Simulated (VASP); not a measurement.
An input for Quantum ESPRESSO's pw.x (written as the equivalent of a VASP run, and not itself run):

```
&CONTROL
  calculation = 'scf'
  pseudo_dir = './pseudo'
  outdir = './out'
  tprnfor = .true.
  tstress = .true.
/
&SYSTEM
  ibrav = 0
  nat = 8
  ntyp = 3
  ecutwfc = 102
  occupations = 'tetrahedra'
  input_dft = 'pbesol'
/
&ELECTRONS
  conv_thr = 7.3e-09
  electron_maxstep = 100
/
ATOMIC_SPECIES
  Zn 65.380 Zn.upf
  Se 78.971 Se.upf
  Cd 112.414 Cd.upf
CELL_PARAMETERS angstrom
     5.7456025    0.0000000    0.0000000
     0.0000000    5.7456025    0.0000000
     0.0000000    0.0000000    5.7456025
ATOMIC_POSITIONS crystal
  Zn   0.0000000  0.0000000  0.0000000
  Zn   0.5000000  0.5000000  0.0000000
  Zn   0.5000000  0.0000000  0.5000000
  Se   0.2614180  0.2385820  0.2385820
  Se   0.7385820  0.7614180  0.2385820
  Se   0.7385820  0.2385820  0.7614180
  Se   0.2614180  0.7614180  0.7614180
  Cd   0.0000000  0.5000000  0.5000000
K_POINTS automatic
  5 5 5 0 0 0
```

**Question.** Translate this input to VASP (INCAR, KPOINTS, POSCAR, choice of POTCAR).

**Answer.** One answer among several that fit: 
### INCAR
```
SYSTEM = CdZn3Se4
PREC = Accurate; ENCUT = 400; LREAL = .FALSE.
LASPH = .TRUE.
EDIFF = 1E-7; NELM = 100; ALGO = Normal
LMAXMIX = 4
ISMEAR = -5
GGA = PS
ISIF = 2
LWAVE = .FALSE.; LCHARG = .TRUE.; LORBIT = 11
NEDOS = 601
LEFG = .TRUE.
```

**KPOINTS**
```
Automatic
0
Gamma
 5 5 5
```

### POSCAR
```
CdZn3Se4
1
    5.7456024909     0.0000000000     0.0000000000
    0.0000000000     5.7456024909     0.0000000000
    0.0000000000     0.0000000000     5.7456024909
Zn Se Cd
3 4 1
Direct
  0.0000000000   0.0000000000   0.0000000000
  0.5000000000   0.5000000000   0.0000000000
  0.5000000000   0.0000000000   0.5000000000
  0.2614180100   0.2385819900   0.2385819900
  0.7385819900   0.7614180100   0.2385819900
  0.7385819900   0.2385819900   0.7614180100
  0.2614180100   0.7614180100   0.7614180100
  0.0000000000   0.5000000000   0.5000000000
```

POTCAR, in this order: Zn Se Cd (PBE.64 set). Program: vasp_std.

Limits of the translation: the potentials are each code's own (VASP's PAW set, PseudoDojo norm-conserving files in pw.x), so ENCUT and ecutwfc are chosen apart and not converted; conv_thr bounds pw.x's estimated SCF error, while EDIFF bounds the energy change between steps; the field gradients of LEFG aren't asked of the other code.

The structure was generated: CdZn3Se4 was put into an ordered model structure (P-43m), which need not be its known phase. It was relaxed first.
